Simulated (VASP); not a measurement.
Output of a VASP run:

File OSZICAR:
```
...
DAV:   1    -0.229229216779E+02   -0.92746E-02   -0.13689E-01  3646   0.214E+00    0.295E-01
DAV:   2    -0.229224077409E+02    0.51394E-03   -0.70843E-03  4654   0.623E-01    0.124E-01
DAV:   3    -0.229219546553E+02    0.45309E-03   -0.66606E-04  4136   0.172E-01    0.616E-02
DAV:   4    -0.229218967379E+02    0.57917E-04   -0.25438E-04  4546   0.100E-01    0.222E-02
DAV:   5    -0.229218953006E+02    0.14373E-05   -0.14271E-05  4216   0.267E-02    0.135E-02
DAV:   6    -0.229218940873E+02    0.12133E-05   -0.19193E-06  2654   0.920E-03    0.291E-03
DAV:   7    -0.229218938731E+02    0.21423E-06   -0.51137E-07  2066   0.511E-03
   9 F= -.20977619E+02 E0= -.20977752E+02  d E =-.957008E-02
       N       E                     dE             d eps       ncg     rms          rms(c)
DAV:   1    -0.229273352238E+02   -0.54411E-02   -0.49939E-01  3706   0.403E+00    0.376E-01
DAV:   2    -0.229270372647E+02    0.29796E-03   -0.22666E-02  4624   0.110E+00    0.176E-01
DAV:   3    -0.229260210309E+02    0.10162E-02   -0.17730E-03  4366   0.263E-01    0.617E-02
DAV:   4    -0.229259889014E+02    0.32130E-04   -0.30442E-04  4566   0.115E-01    0.299E-02
DAV:   5    -0.229259876673E+02    0.12341E-05   -0.17533E-05  4246   0.291E-02    0.147E-02
DAV:   6    -0.229259877339E+02   -0.66627E-07   -0.22503E-06  3820   0.997E-03
  10 F= -.20981997E+02 E0= -.20982098E+02  d E =-.437829E-02
       N       E                     dE             d eps       ncg     rms          rms(c)
DAV:   1    -0.229266536631E+02   -0.66600E-03   -0.11375E-01  3706   0.193E+00    0.179E-01
DAV:   2    -0.229265976211E+02    0.56042E-04   -0.51874E-03  4624   0.526E-01    0.832E-02
DAV:   3    -0.229263671623E+02    0.23046E-03   -0.39720E-04  4338   0.125E-01    0.289E-02
DAV:   4    -0.229263601085E+02    0.70538E-05   -0.68713E-05  4564   0.544E-02    0.140E-02
DAV:   5    -0.229263598743E+02    0.23426E-06   -0.39367E-06  3988   0.138E-02
  11 F= -.20982600E+02 E0= -.20982651E+02  d E =-.498110E-02
       N       E                     dE             d eps       ncg     rms          rms(c)
DAV:   1    -0.229073560663E+02    0.19004E-01   -0.33447E-01  3742   0.338E+00    0.443E-01
DAV:   2    -0.229055338348E+02    0.18222E-02   -0.17279E-02  4630   0.950E-01    0.265E-01
DAV:   3    -0.229040604427E+02    0.14734E-02   -0.21168E-03  3936   0.277E-01    0.671E-02
DAV:   4    -0.229039862914E+02    0.74151E-04   -0.24923E-04  4594   0.995E-02    0.342E-02
DAV:   5    -0.229039858725E+02    0.41890E-06   -0.11258E-05  4170   0.240E-02    0.136E-02
DAV:   6    -0.229039871996E+02   -0.13271E-05   -0.15699E-06  2770   0.877E-03    0.355E-03
DAV:   7    -0.229039874574E+02   -0.25778E-06   -0.18003E-07  2042   0.325E-03
  12 F= -.20982075E+02 E0= -.20982115E+02  d E =0.524916E-03
       N       E                     dE             d eps       ncg     rms          rms(c)
DAV:   1    -0.229186434006E+02   -0.14656E-01   -0.10597E-01  3748   0.190E+00    0.245E-01
DAV:   2    -0.229180678691E+02    0.57553E-03   -0.54886E-03  4630   0.534E-01    0.152E-01
DAV:   3    -0.229175934290E+02    0.47444E-03   -0.66290E-04  3912   0.155E-01    0.394E-02
DAV:   4    -0.229175642689E+02    0.29160E-04   -0.82691E-05  4612   0.568E-02    0.187E-02
DAV:   5    -0.229175608365E+02    0.34324E-05   -0.36307E-06  3908   0.136E-02    0.703E-03
DAV:   6    -0.229175598802E+02    0.95628E-06   -0.50416E-07  2114   0.510E-03
  13 F= -.20983334E+02 E0= -.20983393E+02  d E =-.733972E-03
```

### OUTCAR
```
------------------------ aborting loop because EDIFF is reached ----------------------------------------
  FORCE on cell =-STRESS in cart. coord.  units (eV):
  Direction    XX          YY          ZZ          XY          YZ          ZX
  --------------------------------------------------------------------------------------
  Total        1.9191591      1.9454027      1.9730347      0.0000000      0.0000000      0.0000000
  in kB       49.6105187     50.2889182     51.0032100      0.0000000      0.0000000      0.0000000
  external PRESSURE =       0.3008823 kB  Pullay stress =      50.0000000 kB
  volume of cell :       61.98
      direct lattice vectors                 reciprocal lattice vectors
     1.680669455 -4.889469379  0.000000000     0.297500498 -0.102260585  0.000000000
     1.680669455  4.889469379 -0.000000000     0.297500498  0.102260585 -0.000000000
     0.000000000  0.000000000  3.771149585     0.000000000  0.000000000  0.265171131
 POSITION                                       TOTAL-FORCE (eV/Angst)
 -----------------------------------------------------------------------------------
      1.68067      3.79199      3.56315         0.000000      0.000520      0.016115
      1.68067      1.09748      1.67758         0.000000     -0.000520      0.016115
      1.68067     -1.09748      2.09357         0.000000      0.000520     -0.016115
      1.68067     -3.79199      0.20800         0.000000     -0.000520     -0.016115
 -----------------------------------------------------------------------------------
    total drift:                                0.000000     -0.000000     -0.000000
  FREE ENERGIE OF THE ION-ELECTRON SYSTEM (eV)
  ---------------------------------------------------
  free  energy   TOTEN  =       -22.9175598802 eV

  energy  without entropy=      -22.9177373492  energy(sigma->0) =      -22.91761904
  enthalpy is  TOTEN    =       -20.9833338900 eV   P V=        1.9342259902

 reached required accuracy - stopping structural energy minimisation
```
(Selected blocks of OUTCAR.)

POSCAR:
```
P
1
    1.6603021148    -5.1290283364     0.0000000000
    1.6603021148     5.1290283364     0.0000000000
    0.0000000000     0.0000000000     4.1861540960
P
4
Direct
  0.1055694583   0.8944305417   0.9273762003
  0.3944305417   0.6055694583   0.4273762003
  0.6055694583   0.3944305417   0.5726237997
  0.8944305417   0.1055694583   0.0726237997
```

Q: Write an INCAR and KPOINTS that could have produced this output.

A: One answer among several that fit: the input of the run itself, PBEsol GGA, plane waves, VASP's PBE PAW potentials (set 64).

INCAR:
```
# general
SYSTEM  = P
PREC    = Accurate
ENCUT   = 500
LREAL   = .FALSE.
LASPH   = .TRUE.

# electronic loop
EDIFF   = 1E-6
NELM    = 100
ALGO    = Normal

# smearing
ISMEAR  = 1
SIGMA   = 0.1

# functional
GGA     = PS

# ions
IBRION  = 2
NSW     = 40
ISIF    = 3
EDIFFG  = -0.02
PSTRESS = 50

# output
LWAVE   = .FALSE.
LCHARG  = .FALSE.
```

### KPOINTS
```
Automatic
0
gamma
10 10 7
0 0 0
```

POTCAR, in this order: P (PBE.64 set). Program: vasp_std.

Energy and stress use the plane-wave basis of the starting cell. Without a dispersion term in the relaxation, distances and binding between the weakly bound layers, chains or molecules are unreliable, and so is what depends on them.

The compound is P in the black structure. This run relaxes it under an external pressure of 5 GPa. Symmetry was kept, so distortions that lower it aren't found.
